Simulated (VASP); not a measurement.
Computed with PBE GGA, VASP's PBE PAW potentials (set 64) (plane waves; VASP 6.6.1).

VASP ran on this input.

File KPOINTS:
```
K-points
0
G
6 6 6
0 0 0
```

INCAR:
```
EDIFF = 1E-8   ! SCF stop (eV)
ALGO = Normal
LREAL = .FALSE.
SIGMA = 0.01   ! width (eV)
GGA = PE   ! PBE
LASPH = .TRUE.
LCHARG = .FALSE.
ISMEAR = 0   ! Gaussian
LWAVE = .TRUE.
SYSTEM = C
PREC = Normal
NELM = 100
ENCUT = 500   ! plane-wave cut-off (eV)
```

**POSCAR**
```
C
1
    0.0000000000     1.7835000000     1.7835000000
    1.7835000000     0.0000000000     1.7835000000
    1.7835000000     1.7835000000     0.0000000000
C
2
Direct
  0.0000000000   0.0000000000   0.0000000000
  0.2500000000   0.2500000000   0.2500000000
```

POTCAR, in this order: C_GW_new (PBE.64 set). Program: vasp_std.

The resulting files:

**OSZICAR**
```
       N       E                     dE             d eps       ncg     rms          rms(c)
DAV:   1     0.209343075964E+02    0.20934E+02   -0.58135E+03   256   0.135E+03
DAV:   2    -0.185416088040E+02   -0.39476E+02   -0.35738E+02   456   0.265E+02
DAV:   3    -0.188321242248E+02   -0.29052E+00   -0.29052E+00   296   0.214E+01
DAV:   4    -0.188343500227E+02   -0.22258E-02   -0.22258E-02   408   0.180E+00
DAV:   5    -0.188343519269E+02   -0.19042E-05   -0.19042E-05   288   0.368E-02    0.484E+00
DAV:   6    -0.183516157047E+02    0.48274E+00   -0.34679E-01   376   0.633E+00    0.269E+00
DAV:   7    -0.181826762257E+02    0.16894E+00   -0.38648E-01   392   0.653E+00    0.392E-01
DAV:   8    -0.181839544688E+02   -0.12782E-02   -0.20464E-03   256   0.815E-01    0.453E-02
DAV:   9    -0.181839905466E+02   -0.36078E-04   -0.11979E-04   408   0.157E-01    0.148E-02
DAV:  10    -0.181840018315E+02   -0.11285E-04   -0.11763E-05   256   0.427E-02    0.170E-03
DAV:  11    -0.181840016821E+02    0.14939E-06   -0.27110E-07   464   0.690E-03    0.380E-04
DAV:  12    -0.181840017488E+02   -0.66619E-07   -0.70598E-09   240   0.115E-03    0.678E-05
DAV:  13    -0.181840017443E+02    0.44623E-08   -0.24875E-10   136   0.211E-04
   1 F= -.18184002E+02 E0= -.18184002E+02  d E =-.948346E-54
```

### OUTCAR
```
------------------------ aborting loop because EDIFF is reached ----------------------------------------
  FORCE on cell =-STRESS in cart. coord.  units (eV):
  Direction    XX          YY          ZZ          XY          YZ          ZX
  --------------------------------------------------------------------------------------
  Total        0.1051068      0.1051068      0.1051068     -0.0000000      0.0000000      0.0000000
  in kB       14.8419919     14.8419919     14.8419919     -0.0000000      0.0000000      0.0000000
  external PRESSURE =      14.8419919 kB  Pullay stress =       0.0000000 kB
  volume of cell :       11.35
      direct lattice vectors                 reciprocal lattice vectors
     0.000000000  1.783500000  1.783500000    -0.280347631  0.280347631  0.280347631
     1.783500000  0.000000000  1.783500000     0.280347631 -0.280347631  0.280347631
     1.783500000  1.783500000  0.000000000     0.280347631  0.280347631 -0.280347631
 POSITION                                       TOTAL-FORCE (eV/Angst)
 -----------------------------------------------------------------------------------
      0.00000      0.00000      0.00000        -0.000000     -0.000000     -0.000000
      0.89175      0.89175      0.89175         0.000000      0.000000      0.000000
 -----------------------------------------------------------------------------------
    total drift:                               -0.000000     -0.000000     -0.000000
  FREE ENERGIE OF THE ION-ELECTRON SYSTEM (eV)
  ---------------------------------------------------
  free  energy   TOTEN  =       -18.1840017443 eV

  energy  without entropy=      -18.1840017443  energy(sigma->0) =      -18.18400174
```
(Selected blocks of OUTCAR.)

The compound is C in the diamond structure. The cell was not relaxed at this level. The k-mesh is coarse (spacing up to 0.51 per Å, 2π included), so the numbers may not be converged in it.
